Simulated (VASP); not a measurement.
VASP input:

### POSCAR
```
FeSi
1
    4.8045110000     0.0000000000     0.0000000000
   -2.4022560000     4.1608290000     0.0000000000
    0.0000000000     0.0000000000     3.8768280000
Fe Si
3 3
Direct
  0.5000000000   0.0000000000   0.0000000000
  0.5000000000   0.5000000000   0.0000000000
  0.0000000000   0.5000000000   0.0000000000
  0.0000000000   0.0000000000   0.0000000000
  0.3333330000   0.6666670000   0.5000000000
  0.6666670000   0.3333330000   0.5000000000
```

**INCAR**
```
SYSTEM = FeSi
PREC = Accurate; ENCUT = 300; LREAL = F
LASPH = T
EDIFF = 1E-6; NELM = 100; ALGO = Normal
LMAXMIX = 4
ISMEAR = -1; SIGMA = 0.05
GGA = PE
MAGMOM = 4.0 4.0 4.0 0.0 0.0 0.0
ISPIN = 2
ISIF = 2
LWAVE = F; LCHARG = F; LORBIT = 11
```

### KPOINTS
```
Automatic mesh
0
Gamma
3 3 4
0 0 0
```

POTCAR, in this order: Fe Si (PBE.64 set). Program: vasp_std.

### Question
Write an equivalent input for Ansatz.

### Answer
One equivalent input (not run):
Ansatz 0.2 input:
```yaml
crystal:
  lattice:
    - [4.8045110, 0.0000000, 0.0000000]
    - [-2.4022560, 4.1608290, 0.0000000]
    - [0.0000000, 0.0000000, 3.8768280]
  atoms:
    - { symbol: Fe, position: [0.5000000, 0.0000000, 0.0000000], spin: 4 }
    - { symbol: Fe, position: [0.5000000, 0.5000000, 0.0000000], spin: 4 }
    - { symbol: Fe, position: [0.0000000, 0.5000000, 0.0000000], spin: 4 }
    - { symbol: Si, position: [0.0000000, 0.0000000, 0.0000000] }
    - { symbol: Si, position: [0.3333330, 0.6666670, 0.5000000] }
    - { symbol: Si, position: [0.6666670, 0.3333330, 0.5000000] }
kpoints:
  mp_grid: { grid: [3, 3, 4] }
hamiltonian:
  xc: pbe
  pseudopotentials: { kind: paw }
magnetization: { spin_polarized: true }
scf:
  occupations: { method: fermi_dirac, width: 0.05 }
  max_iter: 100
output: { forces: true, stress: true, eigenvalues: true }
```
Limits of the translation: each code has its own PAW files, so the cut-off isn't converted (ENCUT is set for VASP's; basis.ecutwfc is left out, and Ansatz then takes the one that its files recommend); Ansatz stops its SCF on the density residual and VASP on the energy change (EDIFF).

The structure was generated: FeSi was put into an ordered model structure, which need not be its known phase. The cell was not relaxed at this level. The k-mesh is coarse (spacing up to 0.50 per Å, 2π included), so the numbers may not be converged in it.
